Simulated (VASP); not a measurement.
Data:

```
CELL_PARAMETERS angstrom
     -2.44748     2.44748     2.44748
      2.44748    -2.44748     2.44748
      2.44748     2.44748    -2.44748
ATOMIC_POSITIONS crystal
  Ba 0.00000 0.00000 0.00000
```

All values below come from PBEsol GGA, VASP's PBE PAW potentials (set 64) (plane waves; VASP). Settings: 480 eV cut-off, 10×10×10 Γ-centred mesh, first-order Methfessel-Paxton smearing of 0.10 eV, potentials Ba_sv.

Stress in GPa, positive for a compressed cell; the cube axes lie along x, y and z, and the ions stay on their sites.

```json
[
 {"strain": "none", "σxx": "0.01", "σyy": "0.01", "σzz": "0.01"},
 {"strain": "εxx = -2.0 %, εyy = -2.0 %", "σxx": "0.44", "σyy": "0.44", "σzz": "0.35"},
 {"strain": "εxx = -1.0 %, εzz = -1.0 %", "σxx": "0.21", "σyy": "0.17", "σzz": "0.21"},
 {"strain": "εxx = -0.5 %, εyy = -0.5 %, εzz = -0.5 %", "σxx": "0.15", "σyy": "0.15", "σzz": "0.15"}
]
```

Problem. Fit C11 and C12 to these rows, and predict the stress for εxx = +4.0 %, εyy = +4.0 %, εzz = +4.0 %.

Solution. Least squares on Δσ_i = −C11 ε_i − C12 (ε_j + ε_k) over all components shown gives C11 = 13 GPa and C12 = 8 GPa, and so σxx, σyy, σzz = -1.17, -1.17, -1.17 GPa. The run gave -0.92, -0.92, -0.92 GPa; the difference holds the non-linear terms and numerical noise.

Left out are shears, moved atoms, failed runs and, from the fit, strains over 2.5 %.

The compound is Ba in the bcc structure.
